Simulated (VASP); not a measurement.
## The (1 0 0) face of Be (space group 229): relaxation and electronic structure

Aim: model the (1 0 0) face of Be (space group 229) by a slab and find how far its highest filled level lies below the vacuum.

Calculated with VASP 6.6.1; PBEsol; plane waves and PAW (Be).

### 1. The structure

The cell holds 8 atoms: 8 Be. Its edges and angles: a = 2.506 Å, b = 2.506 Å, c = 21.772 Å, α = 90.0°, β = 90.0°, γ = 90.0°. It derives from Be. Vacuum lies along c.

### 2. Relaxing the slab

The free atoms relax, while those held by selective dynamics keep their cut positions.

Contents of INCAR:

```
SYSTEM = Be
PREC = Normal
ENCUT = 300
EDIFF = 1E-05
NELM = 120
ISMEAR = 0
SIGMA = 0.05
LREAL = .FALSE.
ALGO = Fast
GGA = PS
NBANDS = 16
LORBIT = 11
LWAVE = .FALSE.
LCHARG = .FALSE.
KPAR = 4
IBRION = 2
NSW = 40
ISIF = 2
EDIFFG = -0.03
POTIM = 0.4
MAXMIX = 40
IDIPOL = 3
LDIPOL = .TRUE.
DIPOL = 0.5 0.5 0.5
```

Contents of POSCAR:

```
Be
1.0
    2.5062419026      0.0000000000      0.0000000000
    0.0000000000      2.5062419026      0.0000000000
    0.0000000000      0.0000000000     21.7718466591
Be
8
Selective dynamics
Direct
    1.0000000000      1.0000000000      0.7014493030  T T T
    0.5000000000      0.5000000000      0.6438923590  T T T
    1.0000000000      1.0000000000      0.5863354150  T T T
    0.5000000000      0.5000000000      0.5287784720  F F F
    1.0000000000      1.0000000000      0.4712215280  F F F
    0.5000000000      0.5000000000      0.4136645850  T T T
    1.0000000000      1.0000000000      0.3561076410  T T T
    0.5000000000      0.5000000000      0.2985506970  T T T
```

Contents of KPOINTS:

```
Automatic mesh
0
Gamma
9 9 1
0 0 0
```

PAW data sets: Be (PBE family, release 64).

Command:

```console
$ mpirun -np 4 vasp_std
```

The log of the run:

```text
[banner, memory and clock lines left out]
running    4 mpi-ranks, on    1 nodes
 distrk:  each k-point on    1 cores,    4 groups
 distr:  one band on    1 cores,    1 groups

 POSCAR found type information on POSCAR Be
 POSCAR found :  1 types and       8 ions
|                                                                             |
|               ----> ADVICE to this user running VASP <----                  |
|                                                                             |
|     You enforced a specific xc type in the INCAR file but a different       |
|     [... a line on the potential file left out ...]
|     I HOPE YOU KNOW WHAT YOU ARE DOING!                                     |
|                                                                             |

 LDA part: xc-table for (Slater+PW92), standard interpolation
 POSCAR, INCAR and KPOINTS ok, starting setup
 FFT: planning ... GRIDC
 FFT: planning ... GRID_SOFT
 FFT: planning ... GRID
 WAVECAR not read
 entering main loop
       N       E                     dE             d eps       ncg     rms          rms(c)
DAV:   1     0.200052951726E+02    0.20005E+02   -0.42311E+03   480   0.503E+02
DAV:   2    -0.295824511247E+02   -0.49588E+02   -0.44092E+02   720   0.116E+02
DAV:   3    -0.316648770056E+02   -0.20824E+01   -0.20551E+01   640   0.237E+01
DAV:   4    -0.317065376592E+02   -0.41661E-01   -0.41650E-01   736   0.370E+00
DAV:   5    -0.317076953868E+02   -0.11577E-02   -0.11577E-02   768   0.507E-01    0.357E+00
RMM:   6    -0.299900425703E+02    0.17177E+01   -0.17542E+00   498   0.384E+00    0.180E+00
RMM:   7    -0.297758259331E+02    0.21422E+00   -0.29758E-01   498   0.198E+00    0.951E-01
RMM:   8    -0.297150631450E+02    0.60763E-01   -0.11764E-01   500   0.116E+00    0.347E-01
RMM:   9    -0.297101672066E+02    0.48959E-02   -0.16504E-02   501   0.550E-01    0.116E-01
RMM:  10    -0.297104291631E+02   -0.26196E-03   -0.45127E-03   496   0.275E-01    0.572E-02
RMM:  11    -0.297113732277E+02   -0.94406E-03   -0.11614E-03   489   0.136E-01    0.310E-02
RMM:  12    -0.297114607944E+02   -0.87567E-04   -0.68927E-04   475   0.915E-02    0.149E-02
RMM:  13    -0.297116683402E+02   -0.20755E-03   -0.31148E-04   445   0.523E-02    0.108E-02
RMM:  14    -0.297118628612E+02   -0.19452E-03   -0.65458E-05   412   0.260E-02    0.663E-03
RMM:  15    -0.297121083120E+02   -0.24545E-03   -0.52153E-05   397   0.190E-02    0.308E-03
RMM:  16    -0.297121644573E+02   -0.56145E-04   -0.10919E-05   348   0.868E-03    0.185E-03
RMM:  17    -0.297122085636E+02   -0.44106E-04   -0.73356E-06   314   0.649E-03    0.542E-04
RMM:  18    -0.297122109193E+02   -0.23557E-05   -0.12541E-06   260   0.375E-03
   1 F= -.29712211E+02 E0= -.29711961E+02  d E =-.297122E+02
 curvature:   0.00 expect dE= 0.000E+00 dE for cont linesearch  0.000E+00
 trial: gam= 0.00000 g(F)=  0.775E-02 g(S)=  0.000E+00 ort = 0.000E+00 (trialstep = 0.100E+01)
 search vector abs. value=  0.775E-02
 bond charge predicted
       N       E                     dE             d eps       ncg     rms          rms(c)
DAV:   1    -0.297191816839E+02   -0.69731E-02   -0.57338E-02   688   0.120E+00    0.696E-02
RMM:   2    -0.297188685686E+02    0.31312E-03   -0.15437E-03   494   0.211E-01    0.198E-02
RMM:   3    -0.297188818057E+02   -0.13237E-04   -0.14464E-04   486   0.679E-02    0.627E-03
RMM:   4    -0.297188854068E+02   -0.36010E-05   -0.31824E-05   421   0.309E-02
   2 F= -.29718885E+02 E0= -.29718793E+02  d E =-.667449E-02
[...]
3 F= -.29725686E+02 E0= -.29725118E+02  d E =-.134752E-01
[...]
4 F= -.29728702E+02 E0= -.29727994E+02  d E =-.301584E-02
[...]
5 F= -.29732928E+02 E0= -.29732175E+02  d E =-.724233E-02
[...]
6 F= -.29736016E+02 E0= -.29735240E+02  d E =-.308756E-02
 ZBRENT: can't locate minimum, use default step
 trial-energy change:   -0.003088  1 .order   -0.003075   -0.003493   -0.002658
 step:   9.6102(harm= 10.0546)  dis= 0.04339  next Energy=   -29.740237 (dE=-0.731E-02)
 bond charge predicted
       N       E                     dE             d eps       ncg     rms          rms(c)
DAV:   1    -0.297426105927E+02   -0.65879E-02   -0.84299E-01   480   0.518E+00    0.172E-01
RMM:   2    -0.297401197392E+02    0.24909E-02   -0.18779E-02   490   0.844E-01    0.136E-02
RMM:   3    -0.297402751691E+02   -0.15543E-03   -0.11328E-03   502   0.205E-01    0.111E-02
RMM:   4    -0.297402972359E+02   -0.22067E-04   -0.24525E-04   492   0.809E-02    0.971E-03
RMM:   5    -0.297402944676E+02    0.27683E-05   -0.29356E-05   415   0.287E-02
   7 F= -.29740294E+02 E0= -.29739521E+02  d E =-.736606E-02
 curvature:  -9.27 expect dE=-0.129E-02 dE for cont linesearch -0.910E-05
 trial: gam=-0.01636 g(F)=  0.140E-03 g(S)=  0.000E+00 ort = 0.514E-04 (trialstep = 0.384E+01)
 search vector abs. value=  0.139E-03
 reached required accuracy - stopping structural energy minimisation
```

Elapsed: 7.6 s, on 4 MPI ranks of AMD EPYC 7R43, shared host; peak memory 0.44 GiB; 28 s of CPU time.

Lines that name or quote the potential files are left out of all logs, and their timing lines are given in words.

From OUTCAR (step 2):

```text
ion  position               nearest neighbor table
   1  0.000  0.000  0.701-   2 2.17   2 2.17   2 2.17   2 2.17
   2  0.500  0.500  0.644-   1 2.17   3 2.17   1 2.17   3 2.17   1 2.17   3 2.17   1 2.17   3 2.17

  LATTYP: Found a simple tetragonal cell.
 ALAT       =     2.5062419026
 C/A-ratio  =     8.6870491777

 Subroutine GETGRP returns: Found 16 space group operations
 (whereof  8 operations were pure point group operations)

The static configuration has the point symmetry C_4v.
 The point group associated with its full space group is D_4h.

 Found     15 irreducible k-points:

   k-points           NKPTS =     15   k-points in BZ     NKDIM =     15   number of bands    NBANDS=     16

   dimension x,y,z NGX =    12 NGY =   12 NGZ =   96
   dimension x,y,z NGXF=    24 NGYF=   24 NGZF=  192

   ENCUT  =  300.0 eV  22.05 Ry    4.70 a.u.   3.54  3.54 30.75*2*pi/ulx,y,z

   NELECT =      16.0000    total number of electrons

 k-points in reciprocal lattice and weights: Automatic mesh
   0.00000000  0.00000000  0.00000000       0.012
   0.11111111  0.00000000  0.00000000       0.049
   0.22222222  0.00000000  0.00000000       0.049
   0.33333333  0.00000000  0.00000000       0.049
   0.44444444  0.00000000  0.00000000       0.049
   0.11111111  0.11111111  0.00000000       0.049
   0.22222222  0.11111111  0.00000000       0.099
   0.33333333  0.11111111  0.00000000       0.099
   0.44444444  0.11111111  0.00000000       0.099
[...]
0.44444444  0.33333333  0.00000000       0.099
   0.44444444  0.44444444  0.00000000       0.049

 dipolmoment           0.000000      0.000000      0.000000 electrons x Angstroem

 average (electrostatic) potential at core
       1 -39.1143       2 -38.4837       3 -38.7323       4 -38.6969       5 -38.6969
       6 -38.7323       7 -38.4837       8 -39.1143

 E-fermi :   1.8923

 k-point     1 :       0.0000    0.0000    0.0000
  band No.  band energies     occupation
    ...
      3      -7.9604      2.00000
      4      -6.2327      2.00000
      5      -4.2347      2.00000
      6      -2.1568      2.00000
      7      -0.1102      2.00000
      8       2.0644      0.00000
      9       4.1093      0.00000
     10       5.2633      0.00000
     11       5.4517      0.00000
     12       6.1272      0.00000
    ...

 k-point     2 :       0.1111    0.0000    0.0000
  band No.  band energies     occupation
    ...
      3      -7.7500      2.00000
      4      -6.0270      2.00000
      5      -4.0331      2.00000
      6      -1.9637      2.00000
      7       0.0617      2.00000
      8       2.1825      0.00000
      9       4.1397      0.00000
     10       4.1724      0.00000
     11       5.3176      0.00000
     12       5.6908      0.00000
    ...

 k-point     3 :       0.2222    0.0000    0.0000
  band No.  band energies     occupation
    ...
      4      -5.4223      2.00000
      5      -3.4658      2.00000
      6      -1.4970      2.00000
      7       0.1369      2.00000
      8       0.6868      2.00000
      9       2.5858      0.00000
     10       2.9058      0.00000
     11       4.5661      0.00000
     12       5.3666      0.00000
     13       6.0016      0.00000
    ...

  Total       -2.5687202     -2.5687202      0.0059711      0.0000000      0.0000000      0.0000000
  in kB      -30.0944309    -30.0944309      0.0699557      0.0000000      0.0000000      0.0000000
  external PRESSURE =     -20.0396354 kB  Pullay stress =       0.0000000 kB

  energy-cutoff  :      300.00
  volume of cell :      136.75
      direct lattice vectors                 reciprocal lattice vectors
     2.506241903  0.000000000  0.000000000     0.399003783  0.000000000  0.000000000
     0.000000000  2.506241903  0.000000000     0.000000000  0.399003783  0.000000000
     0.000000000  0.000000000 21.771846659     0.000000000  0.000000000  0.045930876

 POSITION                                       TOTAL-FORCE (eV/Angst)
 -----------------------------------------------------------------------------------
      0.00000      0.00000     15.15389        -0.000000      0.000000      0.029799
      1.25312      1.25312     13.97201         0.000000     -0.000000     -0.028392
      0.00000      0.00000     12.73951        -0.000000      0.000000     -0.010740
      1.25312      1.25312     11.51248         0.000000      0.000000     -0.000903
      0.00000      0.00000     10.25936        -0.000000      0.000000      0.000903
      1.25312      1.25312      9.03233        -0.000000      0.000000      0.010740
      0.00000      0.00000      7.79983        -0.000000      0.000000      0.028392
      1.25312      1.25312      6.61796        -0.000000     -0.000000     -0.029799
 -----------------------------------------------------------------------------------
    total drift:                               -0.000000     -0.000000      0.000000

  FREE ENERGIE OF THE ION-ELECTRON SYSTEM (eV)
  ---------------------------------------------------
  free  energy   TOTEN  =       -29.7402944676 eV

  energy  without entropy=      -29.7387466678  energy(sigma->0) =      -29.73952057

 reached required accuracy - stopping structural energy minimisation

 vacuum level on the upper side and lower side of the slab         5.187         5.187

 total charge
# of ion       s       p       d       tot
------------------------------------------
    1        0.364   0.610   0.000   0.975
    2        0.409   0.800   0.000   1.210
    3        0.397   0.785   0.000   1.182
    4        0.395   0.790   0.000   1.185
    5        0.395   0.790   0.000   1.185
    6        0.397   0.785   0.000   1.182
    7        0.409   0.800   0.000   1.210
    8        0.364   0.610   0.000   0.975
--------------------------------------------------
tot          3.131   5.971   0.000   9.102

[... 3 further parts left out ...]
```

CONTCAR:

```
Be
   1.00000000000000
     2.5062419025999998    0.0000000000000000    0.0000000000000000
     0.0000000000000000    2.5062419025999998    0.0000000000000000
     0.0000000000000000    0.0000000000000000   21.7718466590999995
  Be
     8
Selective dynamics
Direct
     0.0000000000000000    0.0000000000000000    0.6960312739082885   T   T   T
     0.5000000000000000    0.5000000000000000    0.6417468602681486   T   T   T
     0.0000000000000000    0.0000000000000000    0.5851370180990936   T   T   T
     0.5000000000000000    0.5000000000000000    0.5287784719999991   F   F   F
     0.0000000000000000    0.0000000000000000    0.4712215280000009   F   F   F
     0.5000000000000000    0.5000000000000000    0.4148629819009064   T   T   T
     0.0000000000000000    0.0000000000000000    0.3582531397318514   T   T   T
     0.5000000000000000    0.5000000000000000    0.3039687260917116   T   T   T
```

The PAW data sets were made with PBE, which is usual practice but a small mismatch for other functionals. The run keeps the 16 symmetry operations of its start, so it cannot find a distortion of lower symmetry.

The steps of the relaxation:

```csv
step,energy less that of the first step (eV),largest force (eV/Å)
1,0.0000,0.2858
2,-0.0067,0.2245
3,-0.0135,0.1418
4,-0.0165,0.1151
5,-0.0207,0.1286
6,-0.0238,0.0980
7,-0.0281,0.0298
```

The atoms that moved most (Å):

```csv
atom,dx,dy,dz,length
Be8,0.000,0.000,0.118,0.118
Be1,0.000,0.000,-0.118,0.118
Be7,0.000,0.000,0.047,0.047
Be2,0.000,0.000,-0.047,0.047
Be6,0.000,0.000,0.026,0.026
Be3,0.000,0.000,-0.026,0.026
```

The relaxed structure:

```
Be
1.0
     2.50624    0.00000    0.00000
     0.00000    2.50624    0.00000
     0.00000    0.00000   21.77185
Be
8
Direct
  0.00000 0.00000 0.69603
  0.50000 0.50000 0.64175
  0.00000 0.00000 0.58514
  0.50000 0.50000 0.52878
  0.00000 0.00000 0.47122
  0.50000 0.50000 0.41486
  0.00000 0.00000 0.35825
  0.50000 0.50000 0.30397
```

Numbers from this step:

| Property | Result |
| --- | --- |
| electronic cycles | 45 |
| electrons | 16 |
| free energy (TOTEN) | -29.74 eV |
| energy at zero smearing | -29.74 eV |
| Fermi energy | 1.892 eV |
| labelled metallic, from the levels on this mesh | yes |
| dipole moment | 0, 0, 0 e·Å |

The run ended after 7 ionic steps, 0.028 eV below its first step, once the forces on the free atoms met EDIFFG = -0.03.

Only the dipole across the slab is computed (IDIPOL = 3); zeros along the plane are no results.

(Part 1 of 3 ends here.)

[Lines on the potential files, build, host, timing and source positions are cut from VASP's logs without a mark.]

[Logs are printed without paths, hosts, clocks, repeated set-up lines and the standing remarks that a program may print on its own settings, such as how far it seeks lower states.]

[Hosts, paths, dates, database ids (printed as entryN), source tags and the programs' standing remarks are cut or masked in the printed files.]

[In band tables of VASP the shares of atoms and orbitals are scaled to a sum of 1 inside the atoms' spheres.]

[Runs that stopped without an error message from VASP are left out.]
